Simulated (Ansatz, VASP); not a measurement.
**Zn3As: VASP beside Ansatz**

```xyz
4
Lattice="4.0568 0.0000 0.0000 0.0000 4.0568 0.0000 0.0000 0.0000 4.0568" Properties=species:S:1:pos:R:3 pbc="T T T"
Zn    0.0000    2.0284    2.0284
Zn    2.0284    0.0000    2.0284
Zn    2.0284    2.0284    0.0000
As    0.0000    0.0000    0.0000
```

Alike in both runs: functional PBE; k mesh 12 × 12 × 12; occupations gaussian, width 0.1 eV; no spin polarisation.

Ansatz relaxed the structure, and its values are those at the end. VASP's run is a single point on that final structure, the one shown.

|  | VASP | Ansatz |
| --- | --- | --- |
| version | VASP 6.6.1 | Ansatz 0.2.0 |
| potentials or method | VASP PAW PBE potentials, release 64 (Zn, As) | scalar-relativistic, plane waves, PAW |
| plane-wave cutoff (eV) | 520 | 420 |
| valence electrons in the cell | 41 | 51 |

|  | VASP | Ansatz | Ansatz less VASP |
| --- | --- | --- | --- |
| gap on the k mesh at the Fermi level (eV) | none | none | - |
| pressure (GPa) | 0.0 | 0.0 | +0.02 |

A gap of «none» marks a metal or a gap that the smearing closes. The two sets of potentials don't hold the same shells in valence.
